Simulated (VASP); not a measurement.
Method: PBEsol GGA, VASP's PBE PAW potentials (set 64) (plane waves; VASP 6.6.1).

The input files of a VASP run:

INCAR:
```
ALGO=Normal
EDIFF=1E-6
EDIFFG=-0.02
ENCUT=620
GGA=PS
IBRION=2
ISIF=3
ISMEAR=0
LASPH=.TRUE.
LCHARG=.FALSE.
LMAXMIX=4
LREAL=.FALSE.
LWAVE=.FALSE.
NELM=100
NSW=40
PREC=Accurate
PSTRESS=300
SIGMA=0.05
SYSTEM=CdF2
```

### POSCAR
```
CdF2
1
   -0.0000000000     2.5428504950     2.5428504950
    2.5428504950     0.0000000000     2.5428504950
    2.5428504950     2.5428504950     0.0000000000
Cd F
1 2
Direct
  0.0000000000   0.0000000000   0.0000000000
  0.2500000000   0.2500000000   0.2500000000
  0.7500000000   0.7500000000   0.7500000000
```

### KPOINTS
```
Automatic mesh
0
G
  8 8 8
0 0 0
```

POTCAR, in this order: Cd F (PBE.64 set). Program: vasp_std.

The run wrote:

**OSZICAR**
```
       N       E                     dE             d eps       ncg     rms          rms(c)
DAV:   1     0.227603013334E+03    0.22760E+03   -0.17905E+04  1010   0.184E+03
DAV:   2    -0.289998243790E+01   -0.23050E+03   -0.22485E+03  1066   0.427E+02
DAV:   3    -0.123167785020E+02   -0.94168E+01   -0.93947E+01  1099   0.967E+01
DAV:   4    -0.123661994500E+02   -0.49421E-01   -0.49410E-01  1155   0.683E+00
DAV:   5    -0.123663647670E+02   -0.16532E-03   -0.16531E-03  1109   0.345E-01    0.141E+01
DAV:   6    -0.110685533130E+02    0.12978E+01   -0.37614E+00  1278   0.361E+01    0.106E+01
DAV:   7    -0.110878799778E+02   -0.19327E-01   -0.61537E-01   994   0.863E+00    0.612E+00
DAV:   8    -0.110824764402E+02    0.54035E-02   -0.91599E-02  1022   0.382E+00    0.521E-01
DAV:   9    -0.110770420374E+02    0.54344E-02   -0.24388E-02  1219   0.265E+00    0.793E-02
DAV:  10    -0.110775302765E+02   -0.48824E-03   -0.24122E-03   994   0.492E-01    0.733E-02
DAV:  11    -0.110775707915E+02   -0.40515E-04   -0.71570E-05  1060   0.907E-02    0.233E-02
DAV:  12    -0.110775751632E+02   -0.43717E-05   -0.74643E-06  1028   0.415E-02    0.105E-02
DAV:  13    -0.110775772358E+02   -0.20726E-05   -0.75940E-06  1013   0.299E-02    0.951E-03
DAV:  14    -0.110775769960E+02    0.23981E-06   -0.11791E-06   713   0.195E-02
   1 F= -.49200950E+01 E0= -.49200950E+01  d E =-.492010E+01
```

### OUTCAR
```
------------------------ aborting loop because EDIFF is reached ----------------------------------------
  FORCE on cell =-STRESS in cart. coord.  units (eV):
  Direction    XX          YY          ZZ          XY          YZ          ZX
  --------------------------------------------------------------------------------------
  Total        6.1383192      6.1383192      6.1383192      0.0000000      0.0000000      0.0000000
  in kB      299.0663658    299.0663658    299.0663658      0.0000000      0.0000000      0.0000000
  external PRESSURE =      -0.9336342 kB  Pullay stress =     300.0000000 kB
  volume of cell :       32.88
      direct lattice vectors                 reciprocal lattice vectors
     0.000000000  2.542850495  2.542850495    -0.196629728  0.196629728  0.196629728
     2.542850495  0.000000000  2.542850495     0.196629728 -0.196629728  0.196629728
     2.542850495  2.542850495  0.000000000     0.196629728  0.196629728 -0.196629728
 POSITION                                       TOTAL-FORCE (eV/Angst)
 -----------------------------------------------------------------------------------
      0.00000      0.00000      0.00000        -0.000000      0.000000     -0.000000
      1.27143      1.27143      1.27143        -0.000000     -0.000000     -0.000000
      3.81428      3.81428      3.81428         0.000000      0.000000      0.000000
 -----------------------------------------------------------------------------------
    total drift:                                0.000000     -0.000000      0.000000
  FREE ENERGIE OF THE ION-ELECTRON SYSTEM (eV)
  ---------------------------------------------------
  free  energy   TOTEN  =       -11.0775769960 eV

  energy  without entropy=      -11.0775769960  energy(sigma->0) =      -11.07757700
  enthalpy is  TOTEN    =        -4.9200950279 eV   P V=        6.1574819681

 reached required accuracy - stopping structural energy minimisation
```
(Selected blocks of OUTCAR.)

The compound is CdF2 in the fluorite structure. It was relaxed first under an external pressure of 30 GPa.
